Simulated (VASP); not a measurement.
Here is the system:

```
CELL_PARAMETERS angstrom
     -1.60500     1.60500     3.91500
      1.60500    -1.60500     3.91500
      1.60500     1.60500    -3.91500
ATOMIC_POSITIONS crystal
  Si 0.66500 0.66500 0.00000
  Si 0.33500 0.33500 0.00000
  W  0.00000 0.00000 0.00000
```

The numbers are results of PBE GGA, VASP's PBE PAW potentials (set 64) (plane waves; VASP), not measurements. Numerical set-up: 400 eV cut-off, 12×12×12 Γ-centred mesh, first-order Methfessel-Paxton smearing of 0.10 eV, potentials Si W_sv.

**Question.** Which forces act on the atoms, in eV/Å?

**Answer.** 
| atom | Fx | Fy | Fz |
|---|---|---|---|
| Si1 | 0.000 | 0.000 | 0.139 |
| Si2 | 0.000 | 0.000 | -0.139 |
| W3 | 0.000 | 0.000 | 0.000 |

**Question.** Give the stress tensor in GPa (positive for a compressed cell).

**Answer.** 
```
3.87  0.00  0.00
0.00  3.87  0.00
0.00  0.00  3.99
```
The pressure is its mean diagonal, 3.91 GPa.

The compound is WSi2 in the MoSi2 type structure. The cell was not relaxed at this level.
